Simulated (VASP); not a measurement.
Input of a VASP 6.6.1 run:

INCAR

```
  ALGO = Fast
  EDIFF = 1E-4
  EDIFFG = -0.08
  ENCUT = 520
  GGA = PE
  IBRION = 2
  ISIF = 3
  ISMEAR = 0
  KPAR = 2
  LASPH = T
  LCHARG = F
  LREAL = F
  LWAVE = F
  NELM = 60
  NSW = 24
  PREC = Normal
  SIGMA = 0.15
```

The input KPOINTS:

```
k-points
0
Gamma
  5 5 5
```

The input POSCAR:

```
AlB2Sb3
1.0
   -2.6781191100      2.6781191100      4.8175343800
    2.6781191100     -2.6781191100      4.8175343800
    2.6781191100      2.6781191100     -4.8175343800
Al B Sb
1 2 3
Direct
    0.5000000000      0.5000000000      0.0000000000
    0.7500000000      0.2500000000      0.5000000000
    0.2500000000      0.7500000000      0.5000000000
    0.5000000000      0.0000000000      0.5000000000
    0.0000000000      0.5000000000      0.5000000000
    0.0000000000      0.0000000000      0.0000000000
```

Potentials or basis: VASP PAW PBE potentials, release 64 (Al, B, Sb).

Launch:

```sh
$ cat potpaw_PBE.64/Al/POTCAR potpaw_PBE.64/B/POTCAR potpaw_PBE.64/Sb/POTCAR > POTCAR
$ mpirun -np 2 vasp_std > vasp.out
```

Q: Predict the band gap on the k mesh.

A: None (metal or under the smearing width).

Q: Estimate the relaxed cell.

A: a = 6.212 Å, b = 6.212 Å, c = 6.212 Å, α = 122.39°, β = 122.39°, γ = 85.91°.

Q: Predict the relaxed volume.

A: 27.16 Å³/atom.

Final structure:
```
Al B Sb
1.0
    -2.99324    2.99324    4.54696
     2.99324   -2.99324    4.54696
     2.99324    2.99324   -4.54696
Al B Sb
1 2 3
Direct
  0.50000 0.50000 0.00000
  0.75000 0.25000 0.50000
  0.25000 0.75000 0.50000
  0.50000 0.00000 0.50000
  0.00000 0.50000 0.50000
  0.00000 0.00000 0.00000
```

Caveat: the volume moved by over 15 % at a fixed basis, so the end points are rough. Spin-orbit coupling is left out, which matters for the levels of Sb.
